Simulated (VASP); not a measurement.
```
Cu2SrAs2
1.0
   -2.07138     2.07138     5.38168
    2.07138    -2.07138     5.38168
    2.07138     2.07138    -5.38168
Sr Cu As
1 2 2
Cartesian
  2.07138   2.07138  -5.38168
  2.07138   0.00000   2.69084
  0.00000   2.07138   2.69084
  0.00000   0.00000   6.76518
  0.00000   0.00000   3.99818
```

The numbers are results of PBEsol GGA, VASP's PBE PAW potentials (set 64) (plane waves; VASP), not measurements. Settings: 400 eV cut-off, 12×12×12 Γ-centred mesh, tetrahedra with Blöchl corrections, potentials Sr_sv Cu As.

The job: Cu2SrAs2 (space group I4/mmm), 5 atoms, PBEsol, static run, 400 eV, 12×12×12 Γ-centred mesh. Roughly how much core time does it take on a busy server core?

About 10 core-minutes (one run on a shared machine, a rough figure). It had 163 irreducible k-points, 25 bands, up to 1710 plane waves and 22 electronic steps.

The structure comes from a computed database's Cu2SrAs2 entry (I4/mmm); how it stands against other phases isn't given here. It was relaxed first.
